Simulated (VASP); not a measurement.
# Which magnetic order does Pm take?, part 3 of 3

Is Pm a ferromagnet or an antiferromagnet at this level? The start is a computed cell from the Materials Project.

VASP 6.6.1, plane waves and PAW; the level of theory is named at each step.

So far. Step 2 (Magnetic order, start order fm, signs ++++): The largest moment at the end is 4.63 μB, and the moments of the cell sum to 21.34 μB. Step 3 (Magnetic order, start order AFM 1, signs ++--): The largest moment at the end is 4.62 μB, and the moments of the cell sum to 0.00 μB.

## Step 5: Magnetic order, start order ferri 3, signs +++- (continued)

Level of this step: PBE, spin-polarised, from moments of both signs; plane waves and PAW (Pm) (VASP).

OUTCAR, selected parts (step 5):

```text
  Total        0.1864939      0.1864939      1.1254142      0.0000000     -0.0000000      0.0000000
  in kB        2.1637227      2.1637227     13.0571759      0.0000000     -0.0000000      0.0000000
  external PRESSURE =       5.7948738 kB  Pullay stress =       0.0000000 kB

 POSITION                                       TOTAL-FORCE (eV/Angst)
 -----------------------------------------------------------------------------------
      1.83809      1.06122      8.84933         0.000000      0.000000     -0.081545
      0.00000      0.00000      5.89956        -0.000000      0.000000      0.000000
     -0.00000      2.12244      2.94978        -0.000000     -0.000000      0.081545
      0.00000      0.00000      0.00000        -0.000000      0.000000      0.000000
 -----------------------------------------------------------------------------------
    total drift:                               -0.000000      0.000000     -0.000000

  FREE ENERGIE OF THE ION-ELECTRON SYSTEM (eV)
  ---------------------------------------------------
  free  energy   TOTEN  =       -30.5374105561 eV

  energy  without entropy=      -30.4689772655  energy(sigma->0) =      -30.50319391

 magnetization (x)
# of ion       s       p       d       f       tot
--------------------------------------------------
    1       -0.005   0.020   0.158   4.334   4.507
    2       -0.001   0.034   0.243   4.417   4.693
    3       -0.005   0.020   0.158   4.334   4.507
    4        0.003  -0.024  -0.227  -4.389  -4.637
--------------------------------------------------
tot         -0.008   0.049   0.333   8.697   9.070

[... 2 parts as in an earlier step ...]

[... 1 further part left out ...]
[key lines of the parts left out:]
E-fermi :   5.8396
```

The largest moment at the end is 4.69 μB, and the moments of the cell sum to 10.21 μB.

## Step 6: The series together

Times are for 1 MPI rank of Intel Xeon 6975P-C (Granite Rapids), shared host. The series side by side:

```csv
no.,start order,energy at zero smearing (eV),"moment of the cell, from the last line of the log (μB)",time,memory (GiB)
1,fm,-30.44,21.34,10 min,0.3
2,afm 1,-30.41,0,5 min,0.3
3,ferri 3,-30.50,10.21,7.4 min,0.3
```

## Step 7: No spin polarisation

This step: PBE, no spin polarisation; plane waves and PAW (Pm) (VASP 6.6.1).

A run without spin shows what magnetism as such gains.

Contents of INCAR:

```
SYSTEM = Pm
PREC = Accurate
ENCUT = 410
EDIFF = 1E-06
NELM = 150
ISMEAR = 0
SIGMA = 0.05
LREAL = .FALSE.
ALGO = Normal
GGA = PE
NBANDS = 37
LASPH = .TRUE.
LORBIT = 11
LWAVE = .FALSE.
LCHARG = .FALSE.
AMIX = 0.2
BMIX = 1E-04
AMIX_MAG = 0.8
BMIX_MAG = 1E-04
```

Contents of POSCAR:

```
Pm
1.0
    3.6761810624      0.0000000000      0.0000000000
   -1.8380905312      3.1836661890      0.0000000000
    0.0000000000      0.0000000000     11.7991114600
Pm
4
Direct
    0.6666666667      0.3333333333      0.7500000000
    0.0000000000      0.0000000000      0.5000000000
    0.3333333333      0.6666666667      0.2500000000
    0.0000000000      0.0000000000      0.0000000000
```

Contents of KPOINTS:

```
Automatic mesh
0
Gamma
6 6 2
0 0 0
```

Potentials, in the order of the species: Pm (PBE family, release 64).

Started as:

```
$ mpirun -np 1 vasp_std
```

What it wrote:

```text
[... set-up lines as in an earlier step ...]
 entering main loop
       N       E                     dE             d eps       ncg     rms          rms(c)
DAV:   1     0.698210044352E+03    0.69821E+03   -0.20554E+04  1044   0.211E+03
DAV:   2     0.121659861251E+03   -0.57655E+03   -0.56615E+03  1372   0.463E+02
DAV:   3     0.184551954877E+01   -0.11981E+03   -0.11700E+03  1500   0.243E+02
DAV:   4    -0.181773922369E+02   -0.20023E+02   -0.19499E+02  1948   0.107E+02
[...]
DAV:   8    -0.287439000568E+02    0.10987E+03   -0.27531E+02  1428   0.121E+02    0.723E+01
DAV:   9    -0.250248157465E+02    0.37191E+01   -0.22702E+02  2000   0.455E+01    0.645E+01
DAV:  10    -0.282726090121E+02   -0.32478E+01   -0.55033E+01  2048   0.431E+01    0.557E+01
[... 130 further cycles ...]
DAV: 141    -0.186272689222E+02   -0.88656E-02   -0.68291E+00  2048   0.141E+01    0.423E+00
DAV: 142    -0.186174798639E+02    0.97891E-02   -0.68744E+00  2048   0.148E+01    0.603E+00
DAV: 143    -0.186278602510E+02   -0.10380E-01   -0.68466E+00  2048   0.141E+01    0.429E+00
DAV: 144    -0.186207362748E+02    0.71240E-02   -0.68874E+00  2048   0.148E+01    0.597E+00
[...]
DAV: 148    -0.186243285926E+02    0.83914E-02   -0.68528E+00  2048   0.148E+01    0.597E+00
DAV: 149    -0.186353208027E+02   -0.10992E-01   -0.66612E+00  2048   0.141E+01    0.436E+00
DAV: 150    -0.186295669592E+02    0.57538E-02   -0.68861E+00  2048   0.148E+01
 [... a notice as in an earlier step ...]

   1 F= -.18629567E+02 E0= -.18575094E+02  d E =-.108946E+00
```

It took 5.8 min on 1 MPI rank of Intel Xeon 6975P-C (Granite Rapids), shared host; peak memory 0.22 GiB.

From OUTCAR (step 7):

```text
 k-point     1 :       0.0000    0.0000    0.0000
  band No.  band energies     occupation
    ...
     27       5.6070      2.00000
     28       5.6077      2.00000
     29       5.6604      1.99919
     30       5.7198      1.90473
     31       5.7705      1.18519
     32       5.8466      0.05517
     33       5.8695      0.01025
     34       5.8714      0.00877
     35       5.8912      0.00147
     36       5.9262      0.00003
    ...

  Total        7.0628622      7.0628622      3.5699472      0.0000000      0.0000000      0.0000000
  in kB       81.9440823     81.9440823     41.4189092      0.0000000      0.0000000      0.0000000
  external PRESSURE =      68.4356912 kB  Pullay stress =       0.0000000 kB

 POSITION                                       TOTAL-FORCE (eV/Angst)
 -----------------------------------------------------------------------------------
      1.83809      1.06122      8.84933         0.000000     -0.000000      0.000000
      0.00000      0.00000      5.89956        -0.000000      0.000000     -0.000000
     -0.00000      2.12244      2.94978        -0.000000      0.000000      0.000000
      0.00000      0.00000      0.00000        -0.000000      0.000000     -0.000000
 -----------------------------------------------------------------------------------
    total drift:                               -0.000000      0.000000     -0.000000

  FREE ENERGIE OF THE ION-ELECTRON SYSTEM (eV)
  ---------------------------------------------------
  free  energy   TOTEN  =       -18.6295669592 eV

  energy  without entropy=      -18.5206209549  energy(sigma->0) =      -18.57509396

[... 8 parts as in an earlier step ...]

[... 11 further parts left out ...]
[key lines of the parts left out:]
E-fermi :   5.7788
```

The electronic loop did not meet EDIFF within NELM cycles, so this run is left out of the comparison.

## Step 8: Summary

This step: collinear magnetic orders, PBE; plane waves and PAW (VASP 6.6.1).

This step runs nothing: it gathers the runs above.

This step gave:

```yaml
mean_moment_in_the_lowest_run: 4.586 μB
```

Orders, by row:

```csv
order,signs,energy above the lowest (meV/magnetic atom),total moment (μB),mean moment on carriers (μB),gap on the mesh (eV),"signs at the end, of the atoms given a moment"
fm,++++,15.47,21.34,4.63,0,++++
afm 1,++--,23.13,0,4.608,0,++--
ferri 3,+++-,0,10.21,4.586,0,+++-
```

## Step 9: Summary of results

```
mean moment in the lowest run : 4.59 μB
```

The 4f electrons of Pm run in the valence without U or exact exchange, which tends to pin them at the Fermi level with wrong fillings; moments, orders and energies that hang on them are not reliable. The lowest run started as ferri 3 and holds 4.59 μB on average over the atoms that were given a moment; the next state, from fm, lies 15.5 meV a magnetic atom higher. It ends with the signs +++- and a net moment of 10.21 μB a cell: opposed moments that don't cancel. No couplings are given: pair constants of the nearest shells miss the energies by 9 meV a magnetic atom. On this k mesh the moments and energy differences of a metal are not converged, and no denser mesh was tried, so the order found is tentative. The order afm 2 ran without a converged result and may lie lower. No other collinear orders were tried, and their comparison leaves spin-orbit coupling out.

[Lines on the potential files, build, host, timing and source positions are cut from VASP's logs without a mark.]

[Logs are printed without paths, hosts, clocks, repeated set-up lines and the standing remarks that a program may print on its own settings, such as how far it seeks lower states.]

[Hosts, paths, dates, database ids (printed as entryN), source tags and the programs' standing remarks are cut or masked in the printed files.]

[In band tables of VASP the shares of atoms and orbitals are scaled to a sum of 1 inside the atoms' spheres.]

[Runs that stopped without an error message from VASP are left out.]
